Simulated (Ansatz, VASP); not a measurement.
# Cross-check of Si2Mo between VASP and Ansatz, part 2 of 2

Wanted: the spread between two codes on one cell, functional and k mesh. The cell is taken from a series of runs on this material, whose earlier steps may have relaxed, scaled, displaced or heated it; both programs get it as it stands.

VASP 6.6.1 and Ansatz 0.2.0.

So far: The structure; Ansatz: zone-centre phonons, PBEsol.

**3. VASP: zone-centre phonons, PBEsol**

Level of this step: PBEsol; plane waves and PAW (Si, Mo_sv) (VASP).

The same cell, functional, mesh and smearing now go to VASP, with its own data sets.

Lines of VASP's logs that name or quote its potential files are left out, and so is its time.

INCAR

```
SYSTEM = Si2Mo
PREC = Accurate
ENCUT = 500
EDIFF = 1E-08
NELM = 120
ISMEAR = 1
SIGMA = 0.2
LREAL = .FALSE.
ALGO = Normal
GGA = PS
NBANDS = 17
LASPH = .TRUE.
LORBIT = 11
LWAVE = .FALSE.
LCHARG = .FALSE.
ISIF = 2
IBRION = 8
GGA_COMPAT = .FALSE.
KPAR = 2
```

POSCAR

```
Si2Mo
1.0
   -1.5869683166      1.5869683166      4.0275931415
    1.5869683166     -1.5869683166      4.0275931415
    1.5869683166      1.5869683166     -4.0275931415
Si Mo
2 1
Direct
    0.3358944051      0.3358944051      0.0000000000
    0.6641055949      0.6641055949      0.0000000000
    0.0000000000      0.0000000000      0.0000000000
```

KPOINTS

```
Automatic mesh
0
Gamma
20 20 20
0 0 0
```

The projector-augmented-wave data sets are Si and Mo_sv (PBE family, release 64).

Started as:

```console
$ mpirun -np 2 vasp_std
```

Numbers of over 12 decimals in the logs are rounded to 6 here.

Output:

```text
[banner, memory and clock lines left out]
running    2 mpi-ranks, on    1 nodes
 distrk:  each k-point on    1 cores,    2 groups
 distr:  one band on    1 cores,    1 groups

 POSCAR found type information on POSCAR SiMo
 POSCAR found :  2 types and       3 ions
|                                                                             |
|               ----> ADVICE to this user running VASP <----                  |
|                                                                             |
|     You enforced a specific xc type in the INCAR file but a different       |
|     [... a line on the potential file left out ...]
|     I HOPE YOU KNOW WHAT YOU ARE DOING!                                     |
|                                                                             |

 LDA part: xc-table for (Slater+PW92), standard interpolation
 POSCAR, INCAR and KPOINTS ok, starting setup
 FFT: planning ... GRIDC
 FFT: planning ... GRID_SOFT
 FFT: planning ... GRID
 WAVECAR not read
 entering main loop
       N       E                     dE             d eps       ncg     rms          rms(c)
DAV:   1     0.114442901233E+03    0.11444E+03   -0.11104E+04 21826   0.119E+03
DAV:   2    -0.232595644809E+02   -0.13770E+03   -0.13532E+03 27060   0.303E+02
DAV:   3    -0.259822185585E+02   -0.27227E+01   -0.27001E+01 27138   0.386E+01
DAV:   4    -0.259962652865E+02   -0.14047E-01   -0.14035E-01 26772   0.312E+00
DAV:   5    -0.259963625109E+02   -0.97224E-04   -0.97218E-04 27389   0.258E-01    0.221E+01
DAV:   6    -0.252237131103E+02    0.77265E+00   -0.64503E+00 23335   0.165E+01    0.476E+00
DAV:   7    -0.250763192518E+02    0.14739E+00   -0.11075E+00 22937   0.621E+00    0.460E+00
DAV:   8    -0.250324629885E+02    0.43856E-01   -0.13276E-01 23597   0.267E+00    0.510E-01
DAV:   9    -0.250310994846E+02    0.13635E-02   -0.27838E-03 27750   0.405E-01    0.247E-01
DAV:  10    -0.250309696342E+02    0.12985E-03   -0.74866E-04 24282   0.230E-01    0.656E-02
DAV:  11    -0.250309569098E+02    0.12724E-04   -0.22981E-04 23720   0.111E-01    0.443E-02
DAV:  12    -0.250309522690E+02    0.46408E-05   -0.25698E-05 23281   0.368E-02    0.102E-02
DAV:  13    -0.250309520072E+02    0.26179E-06   -0.54510E-07 25565   0.582E-03    0.226E-03
DAV:  14    -0.250309518457E+02    0.16149E-06   -0.10775E-07 25515   0.191E-03    0.108E-03
DAV:  15    -0.250309518181E+02    0.27609E-07   -0.41423E-09 12020   0.460E-04    0.912E-04
DAV:  16    -0.250309518281E+02   -0.99303E-08   -0.74729E-10 11594   0.225E-04
   1 F= -.25030952E+02 E0= -.25031363E+02  d E =0.123372E-02
 Linear response reoptimize wavefunctions to high precision
DAV:   1    -0.250309518279E+02    0.15416E-09   -0.42176E-11 11823   0.573E-05
DAV:   2    -0.250309518279E+02    0.19554E-10   -0.43720E-12 11481   0.180E-05
 Linear response DOF=           4
 Linear response progress:
  Degree of freedom:   1/  4
       N       E                     dE             d eps       ncg     rms          rms(c)
RMM:   1    -0.200628410998E-01   -0.20063E-01   -0.13596E-02177393   0.867E-01
RMM:   2    -0.159927453227E-01    0.40701E-02   -0.12928E-03114615   0.220E-01    0.854E-02
RMM:   3    -0.160671147923E-01   -0.74369E-04   -0.14733E-04114931   0.611E-02    0.461E-02
RMM:   4    -0.162107380095E-01   -0.14362E-03   -0.88917E-05118653   0.456E-02    0.957E-03
RMM:   5    -0.161967226488E-01    0.14015E-04   -0.12368E-06121656   0.118E-02    0.167E-03
RMM:   6    -0.161988109553E-01   -0.20883E-05   -0.30551E-07123340   0.237E-03    0.616E-04
RMM:   7    -0.161972137927E-01    0.15972E-05   -0.21859E-08128105   0.708E-04    0.141E-04
RMM:   8    -0.161977759171E-01   -0.56212E-06   -0.13270E-08128283   0.182E-04    0.470E-05
RMM:   9    -0.161978476747E-01   -0.71758E-07    0.57107E-09127121   0.552E-05    0.186E-05
RMM:  10    -0.161978471758E-01    0.49891E-09    0.80394E-09127044   0.323E-05    0.489E-06
 first order change of Fermi-energy   0.19145E-04
 force on displaced ion       1 direction 1 :  -7.975  -0.000  -0.000
 Linear response progress:
  Degree of freedom:   2/  4
       N       E                     dE             d eps       ncg     rms          rms(c)
RMM:   1    -0.293544472102E-01   -0.29354E-01   -0.44101E-03 53458   0.109E+00
RMM:   2    -0.225865999996E-01    0.67678E-02   -0.23127E-03 36375   0.287E-01    0.146E-01
RMM:   3    -0.225782590641E-01    0.83409E-05   -0.70629E-04 33653   0.131E-01    0.125E-01
RMM:   4    -0.225992978263E-01   -0.21039E-04   -0.96194E-05 34460   0.640E-02    0.504E-02
RMM:   5    -0.226572231283E-01   -0.57925E-04   -0.18397E-05 37996   0.243E-02    0.162E-02
RMM:   6    -0.226600190884E-01   -0.27960E-05   -0.14490E-06 36700   0.753E-03    0.279E-03
RMM:   7    -0.226579493315E-01    0.20698E-05   -0.59942E-08 38628   0.207E-03    0.648E-04
RMM:   8    -0.226577498760E-01    0.19946E-06   -0.15506E-08 36575   0.777E-04    0.335E-04
RMM:   9    -0.226580698411E-01   -0.31997E-06   -0.15569E-08 36938   0.320E-04    0.430E-05
RMM:  10    -0.226581627672E-01   -0.92926E-07   -0.97370E-10 41209   0.969E-05    0.203E-05
RMM:  11    -0.226581720243E-01   -0.92571E-08   -0.99839E-09 37695   0.355E-05    0.354E-06
 first order change of Fermi-energy   0.13081E-01
 force on displaced ion       1 direction 3 :  -0.000  -0.000 -10.873
 Linear response progress:
  Degree of freedom:   3/  4
       N       E                     dE             d eps       ncg     rms          rms(c)
RMM:   1    -0.779397655061E+00   -0.77940E+00    0.42719E+00 42951   0.219E+01
RMM:   2    -0.581936521824E+00    0.19746E+00   -0.28659E-01 60541   0.367E+00    0.162E-01
RMM:   3    -0.581464205538E+00    0.47232E-03   -0.46316E-03 77765   0.487E-01    0.890E-02
RMM:   4    -0.580478777294E+00    0.98543E-03   -0.41394E-04 84202   0.151E-01    0.259E-02
RMM:   5    -0.580340535573E+00    0.13824E-03   -0.46056E-05 90695   0.412E-02    0.933E-03
RMM:   6    -0.580356304929E+00   -0.15769E-04   -0.60961E-06 80930   0.137E-02    0.126E-03
RMM:   7    -0.580357762800E+00   -0.14579E-05   -0.10794E-06 91957   0.471E-03    0.633E-04
RMM:   8    -0.580360483106E+00   -0.27203E-05   -0.30288E-07 86272   0.165E-03    0.284E-04
RMM:   9    -0.580364315020E+00   -0.38319E-05   -0.10531E-07 86311   0.875E-04    0.406E-05
RMM:  10    -0.580364579146E+00   -0.26413E-06   -0.65170E-08 89820   0.423E-04    0.182E-05
RMM:  11    -0.580364958846E+00   -0.37970E-06   -0.18816E-08 88029   0.243E-04    0.697E-06
RMM:  12    -0.580365064064E+00   -0.10522E-06   -0.19782E-08 92825   0.143E-04    0.198E-06
RMM:  13    -0.580365024060E+00    0.40003E-07   -0.18962E-08 84562   0.970E-05    0.216E-06
RMM:  14    -0.580364991143E+00    0.32918E-07   -0.19529E-08 85338   0.770E-05    0.419E-06
RMM:  15    -0.580365053337E+00   -0.62194E-07   -0.10329E-08 80284   0.684E-05    0.223E-06
RMM:  16    -0.580365091298E+00   -0.37961E-07   -0.18438E-08 86820   0.617E-05    0.101E-06
RMM:  17    -0.580365101726E+00   -0.10428E-07   -0.18750E-08 81304   0.568E-05    0.717E-07
RMM:  18    -0.580365116051E+00   -0.14325E-07   -0.22306E-08 74832   0.553E-05    0.252E-07
RMM:  19    -0.580365123895E+00   -0.78441E-08   -0.18775E-08 63153   0.542E-05    0.298E-08
 first order change of Fermi-energy  -0.98554E-03
 force on displaced ion       3 direction 1 :  -9.965  -0.000   0.000
 Linear response progress:
  Degree of freedom:   4/  4
       N       E                     dE             d eps       ncg     rms          rms(c)
RMM:   1    -0.827005325989E+00   -0.82701E+00    0.45576E+00 23352   0.223E+01
RMM:   2    -0.630873200910E+00    0.19613E+00   -0.29638E-01 33273   0.370E+00    0.168E-01
RMM:   3    -0.630018011734E+00    0.85519E-03   -0.44959E-03 40764   0.489E-01    0.864E-02
RMM:   4    -0.628842055800E+00    0.11760E-02   -0.58237E-04 43065   0.165E-01    0.271E-02
RMM:   5    -0.628628724988E+00    0.21333E-03   -0.68961E-05 48630   0.460E-02    0.135E-02
RMM:   6    -0.628518528878E+00    0.11020E-03   -0.84208E-06 48548   0.159E-02    0.384E-03
RMM:   7    -0.628536773699E+00   -0.18245E-04   -0.17360E-06 44450   0.682E-03    0.675E-04
RMM:   8    -0.628538676772E+00   -0.19031E-05    0.16417E-08 50753   0.232E-03    0.414E-04
RMM:   9    -0.628540060098E+00   -0.13833E-05   -0.47209E-08 48979   0.833E-04    0.252E-04
RMM:  10    -0.628542205669E+00   -0.21456E-05   -0.56960E-08 46810   0.524E-04    0.280E-05
RMM:  11    -0.628542034734E+00    0.17094E-06   -0.12931E-08 50486   0.248E-04    0.140E-05
RMM:  12    -0.628542015239E+00    0.19496E-07   -0.21425E-09 49966   0.147E-04    0.367E-06
RMM:  13    -0.628542067212E+00   -0.51973E-07   -0.14918E-08 49508   0.103E-04    0.209E-06
RMM:  14    -0.628542122951E+00   -0.55739E-07   -0.47857E-09 48165   0.831E-05    0.756E-07
RMM:  15    -0.628542147193E+00   -0.24242E-07   -0.72044E-09 49709   0.711E-05    0.472E-07
RMM:  16    -0.628542137008E+00    0.10184E-07   -0.37598E-09 38639   0.644E-05    0.195E-07
RMM:  17    -0.628542140355E+00   -0.33470E-08   -0.10492E-08 31437   0.612E-05    0.123E-07
 first order change of Fermi-energy   0.58439E-03
 force on displaced ion       3 direction 3 :   0.000   0.000 -10.636
 Linear response finished
```

OUTCAR, selected parts (step 3):

```text
ion  position               nearest neighbor table
   1  0.336  0.336  0.000-   3 2.60   3 2.60   3 2.60   3 2.60   2 2.64   2 2.64   2 2.64   2 2.64
                             2 2.64   3 2.71
   2  0.664  0.664  0.000-   3 2.60   3 2.60   3 2.60   3 2.60   1 2.64   1 2.64   1 2.64   1 2.64
                             1 2.64   3 2.71
   3  0.000  0.000  0.000-   2 2.60   1 2.60   2 2.60   1 2.60   2 2.60   1 2.60   1 2.60   2 2.60
                             1 2.71   2 2.71

  LATTYP: Found a body centered tetragonal cell.
 ALAT       =     3.1739366332
 C/A-ratio  =     2.5379165415

 Subroutine GETGRP returns: Found 16 space group operations
 (whereof 16 operations were pure point group operations)

The static configuration has the point symmetry D_4h.

 Found    641 irreducible k-points:

   k-points           NKPTS =    641   k-points in BZ     NKDIM =    641   number of bands    NBANDS=     17

   dimension x,y,z NGX =    36 NGY =   36 NGZ =   36
   dimension x,y,z NGXF=    72 NGYF=   72 NGZF=   72

   ENCUT  =  500.0 eV  36.75 Ry    6.06 a.u.   8.41  8.41  8.41*2*pi/ulx,y,z

   NELECT =      22.0000    total number of electrons

 k-points in reciprocal lattice and weights: Automatic mesh
   0.00000000  0.00000000  0.00000000       0.000
   0.05000000 -0.00000000  0.00000000       0.001
   0.10000000 -0.00000000  0.00000000       0.001
   0.15000000  0.00000000  0.00000000       0.001
   0.20000000 -0.00000000  0.00000000       0.001
   0.25000000  0.00000000 -0.00000000       0.001
   0.30000000  0.00000000  0.00000000       0.001
   0.35000000  0.00000000  0.00000000       0.001
   0.40000000  0.00000000  0.00000000       0.001
[...]
-0.45000000 -0.45000000  0.45000000       0.000
   0.50000000  0.50000000  0.50000000       0.000

 average (electrostatic) potential at core
       1 -77.3645       2 -77.3645       3 -69.0760

  Total        0.0848008      0.0848008     -3.1942868      0.0000000     -0.0000000      0.0000000
  in kB        3.3486416      3.3486416   -126.1369699      0.0000000     -0.0000000      0.0000000
  external PRESSURE =     -39.8132289 kB  Pullay stress =       0.0000000 kB

  energy-cutoff  :      500.00
  volume of cell :       40.57
      direct lattice vectors                 reciprocal lattice vectors
    -1.586968317  1.586968317  4.027593141     0.000000000  0.315066151  0.124143622
     1.586968317 -1.586968317  4.027593141     0.315066151  0.000000000  0.124143622
     1.586968317  1.586968317 -4.027593141     0.315066151  0.315066151  0.000000000

 POSITION                                       TOTAL-FORCE (eV/Angst)
 -----------------------------------------------------------------------------------
      0.00000      0.00000      2.70569        -0.000000     -0.000000     -0.006709
      0.00000      0.00000      5.34949         0.000000      0.000000      0.006709
      0.00000      0.00000      0.00000        -0.000000     -0.000000      0.000000
 -----------------------------------------------------------------------------------
    total drift:                                0.000000      0.000000     -0.000000

 Eigenvectors and eigenvalues of the dynamical matrix
 ----------------------------------------------------

   1 f  =   11.958028 THz    75.134508 2PiTHz  398.876893 cm-1    49.454410 meV
             X         Y         Z           dx          dy          dz
      0.000000  0.000000  2.705692    -0.000000    0.000000   -0.707107
      0.000000  0.000000  5.349494     0.000000   -0.000000    0.707107
      0.000000  0.000000  0.000000     0.000000   -0.000000    0.000000

   2 f  =    9.770591 THz    61.390434 2PiTHz  325.911837 cm-1    40.407900 meV
             X         Y         Z           dx          dy          dz
      0.000000  0.000000  2.705692    -0.677074    0.203888    0.000000
      0.000000  0.000000  5.349494     0.677074   -0.203888   -0.000000
      0.000000  0.000000  0.000000    -0.000000    0.000000    0.000000

   3 f  =    9.770591 THz    61.390434 2PiTHz  325.911837 cm-1    40.407900 meV
             X         Y         Z           dx          dy          dz
      0.000000  0.000000  2.705692     0.203888    0.677074   -0.000000
      0.000000  0.000000  5.349494    -0.203888   -0.677074    0.000000
      0.000000  0.000000  0.000000     0.000000   -0.000000    0.000000

   4 f  =    8.563874 THz    53.808406 2PiTHz  285.660082 cm-1    35.417320 meV
             X         Y         Z           dx          dy          dz
      0.000000  0.000000  2.705692     0.000000   -0.000000    0.561496
      0.000000  0.000000  5.349494     0.000000   -0.000000    0.561496
      0.000000  0.000000  0.000000     0.000000    0.000000   -0.607820

   5 f  =    8.289704 THz    52.085746 2PiTHz  276.514760 cm-1    34.283445 meV
             X         Y         Z           dx          dy          dz
      0.000000  0.000000  2.705692    -0.101292    0.552307   -0.000000
      0.000000  0.000000  5.349494    -0.101292    0.552307   -0.000000
      0.000000  0.000000  0.000000     0.109637   -0.597807    0.000000

   6 f  =    8.289704 THz    52.085746 2PiTHz  276.514760 cm-1    34.283445 meV
             X         Y         Z           dx          dy          dz
      0.000000  0.000000  2.705692     0.552307    0.101292   -0.000000
      0.000000  0.000000  5.349494     0.552307    0.101292    0.000000
      0.000000  0.000000  0.000000    -0.597807   -0.109637    0.000000

   7 f/i=    0.001046 THz     0.006571 2PiTHz    0.034882 cm-1     0.004325 meV
             X         Y         Z           dx          dy          dz
      0.000000  0.000000  2.705692     0.407138   -0.137605    0.000000
      0.000000  0.000000  5.349494     0.407138   -0.137605   -0.000000
      0.000000  0.000000  0.000000     0.752300   -0.254264    0.000000

   8 f/i=    0.001046 THz     0.006571 2PiTHz    0.034882 cm-1     0.004325 meV
             X         Y         Z           dx          dy          dz
      0.000000  0.000000  2.705692    -0.137605   -0.407138   -0.000000
      0.000000  0.000000  5.349494    -0.137605   -0.407138   -0.000000
      0.000000  0.000000  0.000000    -0.254264   -0.752300    0.000000

   9 f/i=    0.001531 THz     0.009622 2PiTHz    0.051084 cm-1     0.006334 meV
             X         Y         Z           dx          dy          dz
      0.000000  0.000000  2.705692     0.000000    0.000000   -0.429793
      0.000000  0.000000  5.349494     0.000000    0.000000   -0.429793
      0.000000  0.000000  0.000000     0.000000    0.000000   -0.794075

 ELASTIC MODULI CONTR FROM IONIC RELAXATION (kBar)
 Direction    XX          YY          ZZ          XY          YZ          ZX
 --------------------------------------------------------------------------------
 XX         -18.9591    -18.9591    -48.1225      0.0000      0.0000     -0.0000
 YY         -18.9591    -18.9591    -48.1225      0.0000      0.0000     -0.0000
 ZZ         -48.1225    -48.1225   -122.1457      0.0000      0.0000     -0.0000
 XY           0.0000      0.0000      0.0000      0.0000      0.0000      0.0000
 YZ           0.0000      0.0000      0.0000      0.0000    -33.1848     -0.0000
 ZX          -0.0000     -0.0000     -0.0000      0.0000     -0.0000    -13.1703
 --------------------------------------------------------------------------------
```

**4. Side by side**

Known differences besides the potentials themselves: the cutoff is 420 eV in Ansatz and 500 eV in VASP; Ansatz makes its cores anew for this functional, VASP keeps those of its PBE data sets. Total energies have different zeros and are not compared.

The two programs side by side:

```
                  quantity  Ansatz   VASP  difference
optical mode 1 to 2 (cm⁻¹)   275.3  276.5     -0.45 %
     optical mode 3 (cm⁻¹)   284.4  285.7     -0.44 %
optical mode 4 to 5 (cm⁻¹)   325.1  325.9     -0.25 %
     optical mode 6 (cm⁻¹)   398.3  398.9     -0.15 %
```

Modes are paired by rising frequency, not by their patterns, so a pair may set unlike modes beside each other; they are those without the splitting of longitudinal modes.

**5. What came out**

| Quantity | Value |
| --- | --- |
| r.m.s. difference of the optical zone-centre modes, each program's sorted by frequency (zone-centre phonons, PBEsol) | 1.0 cm⁻¹ |

In words: The r.m.s. difference of the optical zone-centre modes, each program's sorted by frequency is 1.0 cm⁻¹ (zone-centre phonons, PBEsol). Such differences can come from data sets, numerical settings and the points named under the comparisons, not from the functional's error against experiment.

[Lines on the potential files, build, host, timing and source positions are cut from VASP's logs without a mark.]

[Logs are printed without paths, hosts, clocks, repeated set-up lines and the standing remarks that a program may print on its own settings, such as how far it seeks lower states.]

[Hosts, paths, dates, database ids (printed as entryN), source tags and the programs' standing remarks are cut or masked in the printed files.]
